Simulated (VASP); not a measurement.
Consider the following.

```xyz
4
Lattice="4.1000 0.0000 0.0000 0.0000 4.1000 0.0000 0.0000 0.0000 4.1000" Properties=species:S:1:pos:R:3 pbc="T T T"
Sc     0.0000     0.0000     0.0000
Al     0.0000     2.0500     2.0500
Al     2.0500     0.0000     2.0500
Al     2.0500     2.0500     0.0000
```

Calculation: PBE GGA, VASP's PBE PAW potentials (set 64) (plane waves; VASP). Numerical set-up: 500 eV cut-off, 7×7×7 Γ-centred mesh, first-order Methfessel-Paxton smearing of 0.10 eV, potentials Sc_sv Al.

What does the run give for the energy per atom (σ→0), band gap (on the k-mesh) with the smallest direct gap where there is one?

The band gap (on the k-mesh) is none (metal, semimetal or under 0.01 eV) and the energy per atom (σ→0) is -4.824 eV/atom.

Only differences to runs with the same potentials and settings are physical.

The compound is Al3Sc in the L1_2 structure. The cell was not relaxed at this level. The run is one of a series of settings (ENCUT = 500 against the base run), some of them coarse on purpose.
